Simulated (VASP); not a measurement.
Calculation: AM05 GGA, VASP's PBE PAW potentials (set 64) (plane waves; VASP).

Input for VASP

KPOINTS:
```
Automatic
0
Gamma
7 7 7
```

**POSCAR**
```
CdTe
1
    0.0000000000     3.2634476307     3.2634476307
    3.2634476307     0.0000000000     3.2634476307
    3.2634476307     3.2634476307     0.0000000000
Cd Te
1 1
Direct
  0.0000000000   0.0000000000   0.0000000000
  0.2500000000   0.2500000000   0.2500000000
```

### INCAR
```
! general
SYSTEM  = CdTe
PREC    = Accurate
ENCUT   = 520   ! plane-wave cut-off (eV)
LREAL   = .FALSE.   ! projection in real space or not
LASPH   = .TRUE.

! electronic loop
EDIFF   = 1E-7   ! SCF stop (eV)
NELM    = 100
ALGO    = Normal   ! blocked Davidson
LMAXMIX = 4

! smearing
ISMEAR  = 0   ! Gaussian
SIGMA   = 0.05

! functional
GGA     = AM   ! AM05

! ions
ISIF    = 2   ! forces and stress, cell fixed

! output
LWAVE   = .FALSE.
LCHARG  = .FALSE.
```

POTCAR, in this order: Cd Te (PBE.64 set). Program: vasp_std.

Unless said otherwise, spin-orbit coupling is left out, though it shifts the bands of the heavy elements here.

**Question.** Estimate the energy per atom (σ→0), band gap (on the k-mesh).

**Answer.** 
```
Property                           Value
------------------------  --------------
energy per atom (σ→0)     -2.495 eV/atom
band gap (on the k-mesh)         0.68 eV
```

File OSZICAR:
```
...
DAV:   7    -0.498947305001E+01    0.16698E-01   -0.12044E-01   600   0.255E+00    0.176E+00
DAV:   8    -0.498978875222E+01   -0.31570E-03   -0.10500E-02   520   0.139E+00    0.539E-01
DAV:   9    -0.499017795163E+01   -0.38920E-03   -0.10518E-03   610   0.356E-01    0.117E-01
DAV:  10    -0.499029718365E+01   -0.11923E-03   -0.16150E-04   550   0.128E-01    0.520E-02
DAV:  11    -0.499037258636E+01   -0.75403E-04   -0.14935E-04   535   0.760E-02    0.409E-02
DAV:  12    -0.499037027508E+01    0.23113E-05   -0.45401E-06   631   0.180E-02    0.220E-02
DAV:  13    -0.499037028873E+01   -0.13656E-07   -0.87427E-07   545   0.559E-03
   1 F= -.49903703E+01 E0= -.49903703E+01  d E =-.182911E-15
```

The compound is CdTe in the zinc blende structure. It was relaxed first.
